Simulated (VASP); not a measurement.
These are PBEsol GGA, VASP's PBE PAW potentials (set 64) (plane waves; VASP) values and carry that method's errors.

The input files of a VASP run:

**KPOINTS**
```
Automatic mesh
0
Gamma
17 17 17
0 0 0
```

**INCAR**
```
NEDOS=601   # DOS grid
LASPH=.TRUE.   # aspherical one-centre terms
LWAVE=.FALSE.
LMAXMIX=4   # l cut-off of mixed one-centre charges
ISIF=2
ENCUT=400   # plane-wave cut-off (eV)
EDIFF=1E-7
LCHARG=.TRUE.
LREAL=.FALSE.
PREC=Accurate
LORBIT=11   # lm-projected
GGA=PS
NELM=100   # most electronic steps
ALGO=Normal
ISMEAR=-5
SYSTEM=Ga
```

File POSCAR:
```
Ga
1
   -1.6435965970     1.6435965970     1.6435965970
    1.6435965970    -1.6435965970     1.6435965970
    1.6435965970     1.6435965970    -1.6435965970
Ga
1
Direct
  0.0000000000   0.0000000000   0.0000000000
```

POTCAR, in this order: Ga_d (PBE.64 set). Program: vasp_std.

What VASP printed:

### OUTCAR
```
 ion  position               nearest neighbor table
   1  0.000  0.000  0.000-
  LATTYP: Found a body centered cubic cell.
 ALAT       =     3.2871931940
 Subroutine PRICEL returns:
 Original cell was already a primitive cell.
 Subroutine GETGRP returns: Found 48 space group operations
The static configuration has the point symmetry O_h .
The dynamic configuration has the point symmetry O_h .
 Subroutine INISYM returns: Found 48 space group operations
 Subroutine IBZKPT returns following result:
 Found    165 irreducible k-points:

 Following reciprocal coordinates:
            Coordinates               Weight
  0.000000  0.000000  0.000000      1.000000
  0.058824  0.000000  0.000000     12.000000
  0.117647  0.000000  0.000000     12.000000
  0.176471  0.000000  0.000000     12.000000
  0.235294  0.000000  0.000000     12.000000
  0.294118  0.000000  0.000000     12.000000
  0.352941  0.000000  0.000000     12.000000
  0.411765  0.000000  0.000000     12.000000
  0.470588  0.000000  0.000000     12.000000
  0.058824  0.058824  0.000000     24.000000
...
```

File OSZICAR:
```
       N       E                     dE             d eps       ncg     rms          rms(c)
DAV:   1     0.302126984460E+02    0.30213E+02   -0.62432E+03  3476   0.201E+03
DAV:   2    -0.237300753790E+01   -0.32586E+02   -0.32028E+02  3380   0.213E+02
DAV:   3    -0.334857574103E+01   -0.97557E+00   -0.97430E+00  3812   0.370E+01
DAV:   4    -0.335625590784E+01   -0.76802E-02   -0.76729E-02  3864   0.336E+00
DAV:   5    -0.335635416559E+01   -0.98258E-04   -0.98027E-04  3868   0.335E-01    0.949E-01
DAV:   6    -0.331947518707E+01    0.36879E-01   -0.76269E-02  3752   0.613E+00    0.430E-01
DAV:   7    -0.331200730762E+01    0.74679E-02   -0.10911E-02  4452   0.193E+00    0.127E-01
DAV:   8    -0.331095158961E+01    0.10557E-02   -0.81601E-04  4300   0.551E-01    0.667E-03
DAV:   9    -0.331094936800E+01    0.22216E-05   -0.71057E-06  4402   0.499E-02    0.335E-03
DAV:  10    -0.331094995705E+01   -0.58905E-06   -0.33467E-07  3644   0.726E-03    0.175E-04
DAV:  11    -0.331094991914E+01    0.37914E-07   -0.58482E-09  2190   0.840E-04
   1 F= -.33109499E+01 E0= -.33109499E+01  d E =0.000000E+00
```

**OUTCAR**
```
------------------------ aborting loop because EDIFF is reached ----------------------------------------
  FORCE on cell =-STRESS in cart. coord.  units (eV):
  Direction    XX          YY          ZZ          XY          YZ          ZX
  --------------------------------------------------------------------------------------
  Total        0.0682901      0.0682901      0.0682901      0.0000000     -0.0000000     -0.0000000
  in kB        6.1605950      6.1605950      6.1605950      0.0000000     -0.0000000     -0.0000000
  external PRESSURE =       6.1605950 kB  Pullay stress =       0.0000000 kB
  volume of cell :       17.76
      direct lattice vectors                 reciprocal lattice vectors
    -1.643596597  1.643596597  1.643596597     0.000000000  0.304210900  0.304210900
     1.643596597 -1.643596597  1.643596597     0.304210900  0.000000000  0.304210900
     1.643596597  1.643596597 -1.643596597     0.304210900  0.304210900  0.000000000
 POSITION                                       TOTAL-FORCE (eV/Angst)
 -----------------------------------------------------------------------------------
      0.00000      0.00000      0.00000        -0.000000     -0.000000     -0.000000
 -----------------------------------------------------------------------------------
    total drift:                                0.000000     -0.000000      0.000000
  FREE ENERGIE OF THE ION-ELECTRON SYSTEM (eV)
  ---------------------------------------------------
  free  energy   TOTEN  =        -3.3109499191 eV

  energy  without entropy=       -3.3109499191  energy(sigma->0) =       -3.31094992

 total charge

# of ion       s       p       d       tot
------------------------------------------
    1        1.038   0.563   9.965  11.565
```
(Selected blocks of OUTCAR.)

OUTCAR:
```
 val. band max:        6.2839792738   @ k =  -0.4706  -0.4706   0.4118

 cond. band min:       5.8756838280   @ k =   0.2941   0.2941   0.0000


 Fermi energy:         6.0278537094

 k-point     1 :       0.0000    0.0000    0.0000
  band No.  band energies     occupation
      1      -8.9395      2.00000
      2      -8.9395      2.00000
      3      -8.9395      2.00000
      4      -8.7211      2.00000
      5      -8.7211      2.00000
      6      -5.5419      2.00000
      7      19.2881      0.00000
      8      19.2881      0.00000
      9      19.2881      0.00000
     10      23.7814      0.00000

 k-point     2 :       0.0588    0.0000    0.0000
  band No.  band energies     occupation
      1      -8.9429      2.00000
      2      -8.9372      2.00000
      3      -8.9281      2.00000
      4      -8.7246      2.00000
      5      -8.7211      2.00000
      6      -5.4436      2.00000
      7      18.3174      0.00000
      8      18.7638      0.00000
      9      19.1049      0.00000
     10      22.3597      0.00000

 k-point     3 :       0.1176    0.0000    0.0000
  band No.  band energies     occupation
      1      -8.9527      2.00000
      2      -8.9326      2.00000
      3      -8.8951      2.00000
      4      -8.7339      2.00000
      5      -8.7213      2.00000
      6      -5.1471      2.00000
      7      16.1228      0.00000
      8      17.6992      0.00000
      9      18.5879      0.00000
     10      21.2722      0.00000

 k-point     4 :       0.1765    0.0000    0.0000
  band No.  band energies     occupation
      1      -8.9676      2.00000
      2      -8.9312      2.00000
      3      -8.8445      2.00000
      4      -8.7449      2.00000
      5      -8.7213      2.00000
      6      -4.6490      2.00000
      7      13.6163      0.00000
      8      16.5787      0.00000
      9      17.8738      0.00000
     10      20.2983      0.00000

 k-point     5 :       0.2353    0.0000    0.0000
...
```

For a metal the tetrahedron method with Blöchl corrections gives inexact stress and forces.

The structure was generated: Ga was put into the bcc type (Im-3m), which need not be its known phase. It was relaxed first, which changed the volume by -6 %.
